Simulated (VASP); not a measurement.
Data:

```xyz
3
Lattice="1.9021 -3.2945 0.0000 1.9021 3.2945 0.0000 0.0000 0.0000 6.6445" Properties=species:S:1:pos:R:3 pbc="T T T"
Zr     0.0000     0.0000     0.0000
Se     1.9021     1.0982     1.5802
Se     1.9021    -1.0982     5.0642
```

These are PBE GGA, VASP's PBE PAW potentials (set 64) (plane waves; VASP 6.6.1) values and carry that method's errors. Settings: 400 eV cut-off, 12×12×6 Γ-centred mesh, Gaussian smearing of 0.010 eV, potentials Zr_sv Se.

The dielectric response may not be converged in the k-mesh; for small gaps it tends to come out too large.

Q: The job: ZrSe2 (1T layered), 3 atoms, PBE, DFPT for ε, Born charges and Γ modes, 400 eV, 12×12×6 Γ-centred mesh. Roughly how much core time does it take on a busy server core?

A: About 30 core-minutes (one run on a shared machine, a rough figure). It had 100 irreducible k-points, 16 bands, up to 1528 plane waves and 313 electronic steps.

The compound is ZrSe2 in the 1T layered structure. It was relaxed first, which changed the volume by +10 %.
